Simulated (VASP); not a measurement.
Here is a VASP 6.6.1 calculation.

POSCAR

```
GeB2C2
1.0
    2.7541330000      0.0000000000      0.0000000000
   -0.0001650000      4.6749860000      0.0000000000
   -0.0564290000     -0.3560070000      5.4587710000
Ge B C
1 2 2
Direct
    0.9779890000      0.0193660000      0.1660340000
    0.4852150000      0.1708330000      0.5043280000
    0.9842010000      0.6580640000      0.4615110000
    0.9846520000      0.3280800000      0.4758290000
    0.4842800000      0.8310970000      0.4644290000
```

File INCAR.step1:

```
SYSTEM = GeB2C2
PREC = Accurate
ENCUT = 520
EDIFF = 1E-5
ISMEAR = 0
SIGMA = 0.02
LREAL = .False.
LASPH = .True.
NELM = 40
ALGO = Normal
ISIF = 2
LWAVE = .True.
LCHARG = .False.
NBANDS = 22
KPAR = 4
GGA = PE
```

INCAR.step2

```
SYSTEM = GeB2C2
PREC = Accurate
ENCUT = 520
EDIFF = 1E-5
ISMEAR = 0
SIGMA = 0.02
LREAL = .False.
LASPH = .True.
NELM = 40
ALGO = Normal
ISIF = 2
LWAVE = .False.
LCHARG = .False.
GGA = PE
LHFCALC = .True.
HFSCREEN = 0.2
PRECFOCK = Fast
NBANDS = 22
KPAR = 4
ISTART = 1
```

Contents of KPOINTS:

```
Automatic mesh
0
Gamma
  8 4 4
  0 0 0
```

Potentials or basis: VASP PAW PBE potentials, release 64 (Ge_d, B, C).

Command:

```bash
$ cat potpaw_PBE.64/Ge_d/POTCAR potpaw_PBE.64/B/POTCAR potpaw_PBE.64/C/POTCAR > POTCAR
$ cp INCAR.step1 INCAR
$ mpirun -np 4 vasp_std > vasp.out
$ cp INCAR.step2 INCAR
$ mpirun -np 4 vasp_std > vasp.out
```

(1) What does it give for the band gap on the k mesh?

(2) What does it give for the largest force?

(3) What does it give for the pressure?

Results:

(1) 0.56 eV, indirect (least direct gap 1.73 eV).

(2) 0.283 eV/Å.

(3) -2.2 GPa.

Caveat: the PAW data sets were made with another functional, which shifts forces and pressure a little.
